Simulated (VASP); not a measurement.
# CrInF3 (Pm-3m) in VASP: notebook

One crystal, CrInF3, is run at these levels: RPBE+U, PBE+dDsC, PBE+D4+U; tasks: optical spectrum, electric field gradients, relaxation of the atoms.

All numbers are computed with VASP 6.6.1; they aren't measurements. Logs are shortened: lines on timing, memory, paths and dates and some standing lists are left out, and cuts for length are marked.

## Step 1: Starting point

It takes space group Pm-3m (No. 221, cubic). The conventional cell has a = 3.911 Å, b = 3.911 Å, c = 3.911 Å, α = 90.00°, β = 90.00°, γ = 90.00°. Around Cr (site symmetry m-3m) lie 6 F at 1.96 Å. In (site symmetry m-3m) has 12 F at 2.77 Å as nearest neighbours. F (site symmetry 4/mmm) is surrounded by 2 Cr at 1.96 Å.

The cell was built by a generator and needn't be a form met in nature.

## Step 2: Optical spectrum, RPBE+U, collinear spin, ferromagnetic start (volume scaled by 0.96)

Contents of INCAR:

```
PREC = Accurate
ENCUT = 500
EDIFF = 1E-6
ISMEAR = -1
SIGMA = 0.05
LREAL = F
LASPH = T
NELM = 120
ALGO = Normal
ISIF = 2
LWAVE = F
LCHARG = F
ISPIN = 2
MAGMOM = 3 0 0 0 0
LORBIT = 11
LMAXMIX = 4
LDAU = T
LDAUTYPE = 2
LDAUL = 2 -1 -1
LDAUU = 5.3 0 0
LDAUJ = 0 0 0
LDAUPRINT = 1
GGA = RP
LOPTICS = T
NBANDS = 47
NEDOS = 2000
CSHIFT = 0.1
```

Contents of KPOINTS:

```
regular mesh
0
Gamma
  7 7 7
```

Contents of POSCAR:

```
CrInF3
1.0
    3.8579925983      0.0000000000      0.0000000000
    0.0000000000      3.8579925983      0.0000000000
    0.0000000000      0.0000000000      3.8579925983
Cr In F
1 1 3
Cartesian
    1.9289962992      1.9289962992      1.9289962992
    0.0000000000      0.0000000000      0.0000000000
    1.9289962992      1.9289962992      0.0000000000
    0.0000000000      1.9289962992      1.9289962992
    1.9289962992      0.0000000000      1.9289962992
```

Potentials or basis: VASP PAW PBE potentials, release 54 (Cr, In, F).

On the command line:

```bash
$ cat potpaw_PBE.54/Cr/POTCAR potpaw_PBE.54/In/POTCAR potpaw_PBE.54/F/POTCAR > POTCAR
$ mpirun -np 1 vasp_std > vasp.out
```

OUTCAR:

```text
PREC = Accurate
   ENCUT = 500
   EDIFF = 1E-6
   ISMEAR = -1
   LREAL = F
   LASPH = T
   NELM = 120
   ISIF = 2
   ISPIN = 2
   LORBIT = 11
   GGA = RP

 ion  position               nearest neighbor table
   1  0.500  0.500  0.500-   3 1.93   4 1.93   5 1.93   3 1.93   5 1.93   4 1.93   2 3.34   2 3.34
                             2 3.34   2 3.34   2 3.34   2 3.34   2 3.34   2 3.34
   2  0.000  0.000  0.000-   3 2.73   4 2.73   5 2.73   4 2.73   4 2.73   5 2.73   3 2.73   5 2.73
                             3 2.73   5 2.73   4 2.73   3 2.73   1 3.34   1 3.34   1 3.34   1 3.34
   3  0.500  0.500  0.000-   1 1.93   1 1.93   2 2.73   2 2.73   2 2.73   2 2.73
   4  0.000  0.500  0.500-   1 1.93   1 1.93   2 2.73   2 2.73   2 2.73   2 2.73
   5  0.500  0.000  0.500-   1 1.93   1 1.93   2 2.73   2 2.73   2 2.73   2 2.73

  LATTYP: Found a simple cubic cell.
 ALAT       =     3.8579925983

  Lattice vectors:

 A1 = (   3.8579925983,   0.0000000000,   0.0000000000)
 A2 = (   0.0000000000,   3.8579925983,   0.0000000000)
 A3 = (   0.0000000000,   0.0000000000,   3.8579925983)

Analysis of symmetry for initial positions (statically):
=====================================================================
 Subroutine PRICEL returns:
 Original cell was already a primitive cell.

 Routine SETGRP: Setting up the symmetry group for a
 simple cubic supercell.

 Subroutine GETGRP returns: Found 48 space group operations
 (whereof 48 operations were pure point group operations)
 out of a pool of 48 trial point group operations.

The static configuration has the point symmetry O_h .

Analysis of symmetry for dynamics (positions and initial velocities):
=====================================================================
 Subroutine PRICEL returns:
 Original cell was already a primitive cell.

 Routine SETGRP: Setting up the symmetry group for a
 simple cubic supercell.

 Subroutine GETGRP returns: Found 48 space group operations
 (whereof 48 operations were pure point group operations)
 out of a pool of 48 trial point group operations.

The dynamic configuration has the point symmetry O_h .

Analysis of structural, dynamic, and magnetic symmetry:
=====================================================================
 Subroutine PRICEL returns:
 Original cell was already a primitive cell.

 Routine SETGRP: Setting up the symmetry group for a
 simple cubic supercell.

 Subroutine GETGRP returns: Found 48 space group operations
 (whereof 48 operations were pure point group operations)
 out of a pool of 48 trial point group operations.

The overall configuration has the point symmetry O_h .

 Subroutine INISYM returns: Found 48 space group operations
 (whereof 48 operations are pure point group operations),
 and found     1 'primitive' translations

----------------------------------------------------------------------------------------

                                     Primitive cell

  volume of cell :      57.4228

  direct lattice vectors                    reciprocal lattice vectors
     3.857992598  0.000000000  0.000000000     0.259202156  0.000000000  0.000000000
     0.000000000  3.857992598  0.000000000     0.000000000  0.259202156  0.000000000
     0.000000000  0.000000000  3.857992598     0.000000000  0.000000000  0.259202156

  length of vectors
[... 189 lines left out ...]
  band No.  band energies     occupation
      1     -19.9821      1.00000
      2     -19.2847      1.00000
      3     -19.2847      1.00000
      4      -2.0369      1.00000
      5      -2.0369      1.00000
      6      -2.0369      1.00000
[... 589 lines left out ...]
     26      22.5517      0.00000
     27      22.5517      0.00000
 Fermi energy:         7.3414760227

 spin component 2

 k-point     1 :       0.0000    0.0000    0.0000
  band No.  band energies     occupation
      1     -19.9430      1.00000
      2     -19.1412      1.00000
      3     -19.1412      1.00000
      4      -1.8912      1.00000
      5      -1.8912      1.00000
      6      -1.8912      1.00000
[... 589 lines left out ...]
     26      22.6901      0.00000
     27      22.6901      0.00000
 [bands above 27 left out]

------------------------ aborting loop because EDIFF is reached ----------------------------------------

  FORCE on cell =-STRESS in cart. coord.  units (eV):
  Direction    XX          YY          ZZ          XY          YZ          ZX
  --------------------------------------------------------------------------------------
  -------------------------------------------------------------------------------------
  Total       16.2747095     16.2747095     16.2747095      0.0000000      0.0000000     -0.0000000
  in kB      454.0876156    454.0876156    454.0876156      0.0000000      0.0000000     -0.0000000
  external PRESSURE =     454.0876156 kB  Pullay stress =       0.0000000 kB

 VOLUME and BASIS-vectors are now :
 -----------------------------------------------------------------------------
  energy-cutoff  :      500.00
  volume of cell :       57.42
      direct lattice vectors                 reciprocal lattice vectors
     3.857992598  0.000000000  0.000000000     0.259202156  0.000000000  0.000000000
     0.000000000  3.857992598  0.000000000     0.000000000  0.259202156  0.000000000
     0.000000000  0.000000000  3.857992598     0.000000000  0.000000000  0.259202156

 POSITION                                       TOTAL-FORCE (eV/Angst)
 -----------------------------------------------------------------------------------
      1.92900      1.92900      1.92900         0.000000      0.000000      0.000000
      0.00000      0.00000      0.00000         0.000000      0.000000      0.000000
      1.92900      1.92900      0.00000         0.000000      0.000000      0.000000
      0.00000      1.92900      1.92900         0.000000      0.000000      0.000000
      1.92900      0.00000      1.92900         0.000000      0.000000      0.000000
 -----------------------------------------------------------------------------------
    total drift:                               -0.000000     -0.000000     -0.000000

  FREE ENERGIE OF THE ION-ELECTRON SYSTEM (eV)
  ---------------------------------------------------
  free  energy   TOTEN  =       -21.4612970193 eV

  energy  without entropy=      -21.4529131733  energy(sigma->0) =      -21.45710510

 electrical conductivity sigma (Mega S m-1) (frequency dependency in vasprun.xml)
  --------------------------------------------------------------------------------------
       0.023       0.000       0.000
       0.000       0.023       0.000
      -0.000       0.000       0.023

  frequency dependent IMAGINARY DIELECTRIC FUNCTION (independent particle, no local field effects) density-density
     E(ev)      X         Y         Z        XY        YZ        ZX
  --------------------------------------------------------------------------------------------------------------
     0.00000     0.00000     0.00000     0.00000     0.00000     0.00000     0.00000
     0.71980     7.88547     7.88547     7.88547    -0.00000    -0.00000    -0.00000
     1.43961     1.96788     1.96788     1.96788     0.00000     0.00000     0.00000
     2.15941     1.66262     1.66262     1.66262    -0.00000    -0.00000     0.00000
     2.87922     1.39223     1.39223     1.39223    -0.00000     0.00000     0.00000
     3.59902     3.67880     3.67880     3.67880    -0.00000    -0.00000    -0.00000
[... 92 lines left out ...]
    70.54081     0.00026     0.00026     0.00026     0.00000     0.00000     0.00000
    71.26062     0.00025     0.00025     0.00025     0.00000     0.00000     0.00000

  frequency dependent      REAL DIELECTRIC FUNCTION (independent particle, no local field effects) density-density
     E(ev)        X           Y           Z          XY          YZ          ZX
  --------------------------------------------------------------------------------------------------------------
     0.00000     9.07597     9.07597     9.07597    -0.00000    -0.00000     0.00000
     0.71980    10.03584    10.03584    10.03584     0.00000     0.00000     0.00000
     1.43961     2.10655     2.10655     2.10655    -0.00000    -0.00000    -0.00000
     2.15941     3.82643     3.82643     3.82643    -0.00000    -0.00000     0.00000
     2.87922     5.25976     5.25976     5.25976    -0.00000    -0.00000     0.00000
     3.59902     5.80281     5.80281     5.80281    -0.00000    -0.00000     0.00000
[... 92 lines left out ...]
    70.54081     0.92072     0.92072     0.92072    -0.00000    -0.00000    -0.00000
    71.26062     0.92254     0.92254     0.92254    -0.00000    -0.00000    -0.00000

  frequency dependent IMAGINARY DIELECTRIC FUNCTION (independent particle, no local field effects) current-current
     E(ev)      X         Y         Z        XY        YZ        ZX
  --------------------------------------------------------------------------------------------------------------
     0.00000    46.31932    46.31932    46.31932     0.00000     0.00000    -0.00000
     0.71980    10.73634    10.73634    10.73634     0.00000     0.00000    -0.00000
     1.43961     2.03695     2.03695     2.03695     0.00000     0.00000    -0.00000
     2.15941     1.91055     1.91055     1.91055     0.00000     0.00000    -0.00000
     2.87922     1.69972     1.69972     1.69972    -0.00000    -0.00000     0.00000
     3.59902     3.95212     3.95212     3.95212    -0.00000    -0.00000     0.00000
[... 92 lines left out ...]
    70.54081     0.00003     0.00003     0.00003    -0.00000     0.00000    -0.00000
    71.26062     0.00003     0.00003     0.00003    -0.00000     0.00000    -0.00000

  frequency dependent      REAL DIELECTRIC FUNCTION (independent particle, no local field effects) current-current
     E(ev)        X           Y           Z          XY          YZ          ZX
  --------------------------------------------------------------------------------------------------------------
     0.00000     9.00115     9.00115     9.00115     0.00000     0.00000    -0.00000
     0.71980     7.13747     7.13747     7.13747    -0.00000    -0.00000    -0.00000
     1.43961     1.88566     1.88566     1.88566    -0.00000    -0.00000     0.00000
     2.15941     3.65435     3.65435     3.65435    -0.00000    -0.00000     0.00000
     2.87922     5.15906     5.15906     5.15906    -0.00000    -0.00000     0.00000
     3.59902     5.57926     5.57926     5.57926    -0.00000     0.00000     0.00000
[... 92 lines left out ...]
    70.54081     0.92073     0.92073     0.92073     0.00000    -0.00000     0.00000
    71.26062     0.92254     0.92254     0.92254     0.00000    -0.00000     0.00000

 total charge

# of ion       s       p       d       tot
------------------------------------------
    1        0.354   0.593   4.620   5.567
    2        1.681   0.365   0.095   2.141
    3        1.758   4.411   0.000   6.169
    4        1.758   4.411   0.000   6.169
    5        1.758   4.411   0.000   6.169
--------------------------------------------------
tot          7.308  14.191   4.715  26.214

 magnetization (x)

# of ion       s       p       d       tot
------------------------------------------
    1        0.032   0.036   3.941   4.010
    2       -0.002   0.018   0.003   0.018
    3        0.006  -0.021   0.000  -0.015
    4        0.006  -0.021   0.000  -0.015
    5        0.006  -0.021   0.000  -0.015
--------------------------------------------------
tot          0.048  -0.008   3.943   3.983
```

Run time: 56 s. Hardware: 1 thread of AMD EPYC 9R45 (Zen 5), shared host; peak memory 0.27 GiB.

Results:

* Free energy: -21.4613 eV
* Pressure: 45.4 GPa
* Band gap on the k mesh: none (metal or under the smearing width)
* Net moment: 4.00 μB per cell
* Site moments: Cr +4.01; In +0.02; F -0.01 μB
* Valence electrons inside the program's atomic spheres: Cr 5.57; In 2.14; F 6.17

Dielectric function (mean over the directions given):
| energy (eV) | real part | imaginary part |
| --- | --- | --- |
| 0.29 | 9.69 | 0.56 |
| 0.94 | 3.32 | 7.42 |
| 1.58 | 2.81 | 1.14 |
| 2.30 | 3.63 | 1.15 |
| 2.95 | 5.16 | 1.48 |
| 3.67 | 5.57 | 3.71 |
| 4.32 | 2.21 | 5.40 |
| 4.97 | 2.99 | 5.19 |
| 5.69 | 1.35 | 3.38 |
| 6.33 | 1.01 | 3.66 |
| 7.05 | 0.40 | 1.76 |
| 7.70 | 1.06 | 1.25 |
| 8.35 | 1.45 | 1.38 |
| 9.07 | 1.56 | 1.96 |
| 9.72 | 0.81 | 1.98 |
| 10.44 | 0.97 | 1.64 |
| 11.09 | 1.54 | 1.76 |
| 11.80 | 0.71 | 2.00 |
| 12.45 | 0.44 | 1.61 |
| 13.10 | 0.63 | 1.29 |
| 13.82 | 0.54 | 1.29 |
| 14.47 | 0.55 | 1.38 |
| 15.19 | 0.39 | 0.90 |
| 15.84 | 0.64 | 0.57 |
| 16.48 | 0.84 | 0.98 |
| 17.20 | 0.89 | 0.92 |
| 17.85 | 0.96 | 0.96 |
| 18.57 | 0.90 | 0.93 |
| 19.22 | 0.57 | 1.08 |
| 19.94 | 0.65 | 0.97 |

Eigenvalues of the final occupation matrices:
```tsv
site	spin	trace	eigenvalues
site 1 d	1	4.31	0.67 0.67 0.99 0.99 0.99
site 1 d	2	0.35	0.03 0.03 0.03 0.13 0.13
```

Caveat: spectra need much finer meshes, so this one isn't converged; independent-particle spectra lack excitons; the intraband (Drude) part of a metal's response may be missing; the PAW data sets were made with another functional, which shifts forces and pressure a little; a cell with one magnetic atom can't hold antiferromagnetic order, which such compounds often take. The state reached can hang on the start; a lower one may exist.

(Continued in part 2 of 2.)
